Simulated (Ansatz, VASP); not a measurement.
# Cross-check of Cu2BiS2 between VASP and Ansatz, part 2 of 2

Aim: how closely do two programs agree when they are given the same cell, functional and k mesh? The cell is invented: As first built, before any earlier steps moved the atoms (in the runner's words): it takes the Li2BiS2 structure with some of its atoms replaced by other elements, volume scaled by an estimate. It may not be a known or stable phase. The cell is taken from a series of VASP runs on this material, whose earlier steps may have relaxed, scaled or displaced it; both programs get it as it stands.

VASP 6.6.1 and Ansatz 0.2.0.

So far: The starting structure; Ansatz: relaxation of cell and atoms, PBE; VASP: relaxation of cell and atoms, PBE.

### 3. VASP: relaxation of cell and atoms, PBE (continued)

Level of this step: PBE, no spin polarisation; plane waves and PAW (Bi_d, Cu, S); invented cell (VASP).

Numbers of over 12 decimals in the logs are rounded to 6 here.

From OUTCAR (step 3):

```text
ion  position               nearest neighbor table
   1  0.000  0.000  0.000-   4 2.85   5 2.85   5 2.85   4 2.85
   2  0.259  0.259  0.000-   4 2.28   4 2.28   5 2.50   5 2.50   3 2.73   3 2.73   3 2.73   3 2.73

  LATTYP: Found a body centered orthorhombic cell.
 ALAT       =     3.7607720028
 B/A-ratio  =     1.0447220608
 C/A-ratio  =     3.6936404616

 Subroutine GETGRP returns: Found  8 space group operations
 (whereof  8 operations were pure point group operations)

The static configuration has the point symmetry D_2h.

 Found     95 irreducible k-points:

   k-points           NKPTS =     95   k-points in BZ     NKDIM =     95   number of bands    NBANDS=     30

   dimension x,y,z NGX =    56 NGY =   56 NGZ =   56
   dimension x,y,z NGXF=   112 NGYF=  112 NGZF=  112

   ENCUT  =  520.0 eV  38.22 Ry    6.18 a.u.  13.87 13.87 13.87*2*pi/ulx,y,z

   NELECT =      49.0000    total number of electrons

 k-points in reciprocal lattice and weights: Automatic mesh
   0.00000000  0.00000000  0.00000000       0.002
   0.12500000  0.00000000 -0.00000000       0.008
   0.25000000  0.00000000 -0.00000000       0.008
   0.37500000  0.00000000 -0.00000000       0.008
   0.50000000  0.00000000 -0.00000000       0.004
   0.00000000  0.12500000 -0.00000000       0.008
   0.12500000  0.12500000 -0.00000000       0.016
   0.25000000  0.12500000 -0.00000000       0.016
   0.37500000  0.12500000 -0.00000000       0.016
[...]
-0.37500000 -0.37500000  0.37500000       0.004
   0.50000000  0.50000000  0.50000000       0.002

 average (electrostatic) potential at core
       1-105.5628       2 -65.0979       3 -65.0979       4 -86.3397       5 -86.3397

 E-fermi :   5.8064

 k-point     1 :       0.0000    0.0000    0.0000
  band No.  band energies     occupation
    ...
     20       4.3137      2.00000
     21       4.4306      2.00000
     22       4.4898      2.00000
     23       4.6152      2.00000
     24       5.5302      1.99205
     25       7.0756      0.00000
     26       8.3766      0.00000
     27       8.4297      0.00000
     28       8.8678      0.00000
     29       9.6181      0.00000
    ...

 k-point     2 :       0.1250    0.0000   -0.0000
  band No.  band energies     occupation
    ...
     20       4.0184      2.00000
     21       4.3574      2.00000
     22       4.5473      2.00000
     23       4.6994      2.00000
     24       5.1255      2.00000
     25       7.0375      0.00000
     26       7.4799      0.00000
     27       8.4186      0.00000
     28       9.3430      0.00000
     29      10.3143      0.00000
    ...

 k-point     3 :       0.2500    0.0000   -0.0000
  band No.  band energies     occupation
    ...
     20       3.8966      2.00000
     21       4.3771      2.00000
     22       4.4462      2.00000
     23       4.7388      2.00000
     24       4.8029      2.00000
     25       6.1374      0.00266
     26       7.0455      0.00000
     27       8.4162      0.00000
     28       9.7740      0.00000
     29      10.8949      0.00000
    ...

  Total       -0.0065415     -0.0104818     -0.0118244      0.0000000      0.0000000      0.0000000
  in kB       -0.1014815     -0.1626099     -0.1834371      0.0000000      0.0000000      0.0000000
  external PRESSURE =      -0.1491761 kB  Pullay stress =       0.0000000 kB

  energy-cutoff  :      520.00
  volume of cell :      103.28
      direct lattice vectors                 reciprocal lattice vectors
    -1.970882883  1.895130298  6.912602124     0.000000000  0.263834102  0.072331662
     1.970882883 -1.895130298  6.912602124     0.253693410  0.000000000  0.072331662
     1.970882883  1.895130298 -6.912602124     0.253693410  0.263834102  0.000000000

 POSITION                                       TOTAL-FORCE (eV/Angst)
 -----------------------------------------------------------------------------------
      1.97088      1.89513      6.91260         0.000000      0.000000      0.000000
      0.00000      0.00000      3.58476         0.000000     -0.000000     -0.001864
      1.97088      1.89513      3.32784        -0.000000     -0.000000      0.001864
      0.00000      1.89513      4.85350         0.000000     -0.000000      0.001447
      1.97088     -0.00000      2.05911        -0.000000      0.000000     -0.001447
 -----------------------------------------------------------------------------------
    total drift:                                0.000000      0.000000     -0.000000

  FREE ENERGIE OF THE ION-ELECTRON SYSTEM (eV)
  ---------------------------------------------------
  free  energy   TOTEN  =       -20.3898875695 eV

  energy  without entropy=      -20.3796132150  energy(sigma->0) =      -20.38475039

 reached required accuracy - stopping structural energy minimisation

 total charge
# of ion       s       p       d       tot
------------------------------------------
    1        1.598   1.092   9.941  12.631
    2        0.358   0.343   9.263   9.964
    3        0.358   0.343   9.263   9.964
    4        1.329   2.345   0.000   3.675
    5        1.329   2.345   0.000   3.675
--------------------------------------------------
tot          4.973   6.469  28.467  39.908

[... 3 further parts left out ...]
```

CONTCAR:

```
Cu2BiS2
   1.00000000000000
    -1.9708828827474849    1.8951302980847580    6.9126021242140476
     1.9708828827474849   -1.8951302980847580    6.9126021242140476
     1.9708828827474849    1.8951302980847580   -6.9126021242140476
  Bi              Cu              S
     1     2     2
Direct
     1.0000000000000000    1.0000000000000000    1.0000000000000000
     0.2592917312831627    0.2592917312831627    0.0000000000000000
     0.7407082687168373    0.7407082687168373    1.0000000000000000
     0.8510614283928816    0.3510614283928816    0.5000000000000000
     0.1489385716071183    0.6489385716071184    0.5000000000000000
```

This run has no spin polarisation, so a moment on Cu, if there is one, isn't seen. Its electron count is odd, so without a moment it is a metal by construction. LASPH is off, so gradient terms of the non-spherical density inside the spheres are left out; for open d or f shells this can shift gaps and moments.

### 4. Comparison

Known differences besides the potentials themselves: both relaxations stop at a tolerance, which leaves soft axes loose, and VASP keeps its plane-wave basis; the data sets hold 65 valence electrons in Ansatz (default PAW (the set named soft_2) files) and 49 in VASP; the cutoff is 420 eV in Ansatz and 520 eV in VASP; VASP leaves aspherical gradient terms in its spheres out (LASPH is not set), Ansatz keeps them; Ansatz adds a Pulay correction to the stress that steers its cell, VASP none. Total energies have different zeros and are not compared.

Compared:

```csv
quantity,Ansatz,VASP,difference
volume (Å³),103.22,103.28,-0.06 %
"edge a after relaxation, in the typed setting (Å)",7.437,7.434,+0.04 %
```

The walks stopped with -0.02 GPa left in Ansatz and -0.01 GPa in VASP; each walk ends within a tolerance, so the volume difference is uncertain by about these residues over the bulk modulus, most in soft cells.

### 5. What came out

| Item | Value |
| --- | --- |
| difference in volume (relaxation of cell and atoms, PBE) | -0.059 % |

**Reading.** The difference in volume is -0.059 % (relaxation of cell and atoms, PBE), within the 1.2 % picked in this series as the mark of a large difference, as far as the stopping tolerances let one tell. How closely two codes agree says nothing of how well the functional describes the real material.

[Lines on the potential files, build, host, timing and source positions are cut from VASP's logs without a mark.]

[Logs are printed without paths, hosts, clocks, repeated set-up lines and the standing remarks that a program may print on its own settings, such as how far it seeks lower states.]

[Hosts, paths, dates, database ids (printed as entryN), source tags and the programs' standing remarks are cut or masked in the printed files.]
